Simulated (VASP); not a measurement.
These are PBE GGA with D3 dispersion (Becke-Johnson damping), VASP's PBE PAW potentials (set 64) (plane waves; VASP 6.6.1) values and carry that method's errors.

VASP ran on this input.

**KPOINTS**
```
Automatic mesh
0
gamma
  15 15 8
0 0 0
```

**INCAR**
```
! general
SYSTEM  = Zr
PREC    = Accurate
ENCUT   = 520   ! plane-wave cut-off (eV)
LREAL   = .FALSE.
LASPH   = .TRUE.

! electronic loop
EDIFF   = 1E-7   ! SCF stop (eV)
NELM    = 100   ! most electronic steps
ALGO    = Normal
LMAXMIX = 4   ! l cut-off of mixed one-centre charges

! smearing
ISMEAR  = -5

! functional
GGA     = PE   ! PBE
IVDW    = 12

! ions
ISIF    = 2

! output
LWAVE   = .FALSE.
LCHARG  = .TRUE.
LORBIT  = 11   ! lm-projected
NEDOS   = 601   ! DOS grid
```

POSCAR:
```
Zr
1
    1.5897153766    -2.7534677502     0.0000000000
    1.5897153766     2.7534677502     0.0000000000
    0.0000000000     0.0000000000     5.1252327099
Zr
2
Direct
  0.3333330000   0.6666670000   0.2500000000
  0.6666670000   0.3333330000   0.7500000000
```

POTCAR, in this order: Zr_sv (PBE.64 set). Program: vasp_std.

Output of the run:

### OSZICAR
```
       N       E                     dE             d eps       ncg     rms          rms(c)
DAV:   1     0.219529201235E+03    0.21953E+03   -0.13718E+04  4320   0.150E+03
DAV:   2    -0.304907038086E+01   -0.22258E+03   -0.22078E+03  5448   0.416E+02
DAV:   3    -0.173980607068E+02   -0.14349E+02   -0.14276E+02  8096   0.794E+01
DAV:   4    -0.176670763791E+02   -0.26902E+00   -0.26890E+00  4800   0.120E+01
DAV:   5    -0.176744286788E+02   -0.73523E-02   -0.73537E-02  6728   0.132E+00    0.154E+01
DAV:   6    -0.171156904566E+02    0.55874E+00   -0.89151E-01  4464   0.852E+00    0.620E+00
DAV:   7    -0.170096265415E+02    0.10606E+00   -0.60967E-01  6288   0.612E+00    0.113E+00
DAV:   8    -0.170159633086E+02   -0.63368E-02   -0.38670E-02  5568   0.172E+00    0.286E-01
DAV:   9    -0.170162509956E+02   -0.28769E-03   -0.17193E-03  5376   0.447E-01    0.364E-02
DAV:  10    -0.170161993097E+02    0.51686E-04   -0.43992E-05  6312   0.470E-02    0.221E-02
DAV:  11    -0.170161993780E+02   -0.68294E-07   -0.10264E-05  4792   0.416E-02    0.349E-03
DAV:  12    -0.170161994736E+02   -0.95561E-07   -0.35064E-07  4920   0.444E-03
   1 F= -.18114442E+02 E0= -.18114442E+02  d E =0.000000E+00
```

**OUTCAR**
```
------------------------ aborting loop because EDIFF is reached ----------------------------------------
 Edisp (eV)   -1.09824
  FORCE on cell =-STRESS in cart. coord.  units (eV):
  Direction    XX          YY          ZZ          XY          YZ          ZX
  --------------------------------------------------------------------------------------
  Total       0.04162     0.04162    -0.03746     0.00000    -0.00000    -0.00000
  in kB       1.48634     1.48634    -1.33770     0.00000    -0.00000    -0.00000
  external pressure =        0.54 kB  Pullay stress =        0.00 kB
  volume of cell :       44.87
      direct lattice vectors                 reciprocal lattice vectors
     1.589715377 -2.753467750  0.000000000     0.314521711 -0.181589198  0.000000000
     1.589715377  2.753467750  0.000000000     0.314521711  0.181589198  0.000000000
     0.000000000  0.000000000  5.125232710     0.000000000  0.000000000  0.195113092
 POSITION                                       TOTAL-FORCE (eV/Angst)
 -----------------------------------------------------------------------------------
      1.58972      0.91782      1.28131         0.000000     -0.000000      0.000000
      1.58972     -0.91782      3.84392        -0.000000      0.000000      0.000000
 -----------------------------------------------------------------------------------
    total drift:                                0.000133      0.001119     -0.000019
  FREE ENERGIE OF THE ION-ELECTRON SYSTEM (eV)
  ---------------------------------------------------
  free  energy   TOTEN  =       -18.1144416150 eV

  energy  without entropy=      -18.1144416150  energy(sigma->0) =      -18.11444161

 total charge

# of ion       s       p       d       tot
------------------------------------------
    1        2.239   5.961   1.666   9.866
    2        2.239   5.961   1.666   9.866
--------------------------------------------------
tot          4.478  11.922   3.332  19.732
```
(Selected blocks of OUTCAR.)

File OUTCAR:
```
 val. band max:        9.4738152956   @ k =   0.0667   0.0667   0.3750

 cond. band min:       9.3706932996   @ k =   0.2667   0.2667   0.5000


 Fermi energy:         9.4454581763

 k-point     1 :       0.0000    0.0000    0.0000
  band No.  band energies     occupation
      1     -39.3521      2.00000
      2     -39.1800      2.00000
      3     -17.9323      2.00000
      4     -16.9529      2.00000
      5     -16.9529      2.00000
      6     -16.8267      2.00000
      7     -16.8046      2.00000
      8     -16.8046      2.00000
      9       3.6928      2.00000
     10       6.2774      2.00000
     11      10.3031      0.00000
     12      10.3031      0.00000
     13      10.3341      0.00000
     14      10.6309      0.00000
     15      11.0041      0.00000
     16      11.0041      0.00000

 k-point     2 :       0.0667    0.0000    0.0000
  band No.  band energies     occupation
      1     -39.3461      2.00000
      2     -39.1773      2.00000
      3     -17.9171      2.00000
      4     -16.9885      2.00000
      5     -16.9643      2.00000
      6     -16.8414      2.00000
      7     -16.8328      2.00000
      8     -16.8094      2.00000
      9       3.8245      2.00000
     10       6.3999      2.00000
     11       9.9282      0.00000
     12      10.3609      0.00000
     13      10.4254      0.00000
     14      10.6338      0.00000
     15      10.8877      0.00000
     16      11.1195      0.00000

 k-point     3 :       0.1333    0.0000    0.0000
  band No.  band energies     occupation
      1     -39.3288      2.00000
      2     -39.1697      2.00000
      3     -17.8726      2.00000
      4     -17.0889      2.00000
      5     -16.9957      2.00000
      6     -16.9436      2.00000
      7     -16.8512      2.00000
      8     -16.8235      2.00000
      9       4.2027      2.00000
     10       6.7330      2.00000
     11       9.4573      1.03574
     12       9.7177      0.18794
     13      10.5533      0.00000
...
```

For a metal the tetrahedron method with Blöchl corrections gives inexact stress and forces.

The compound is Zr in the hcp structure. It was relaxed first.
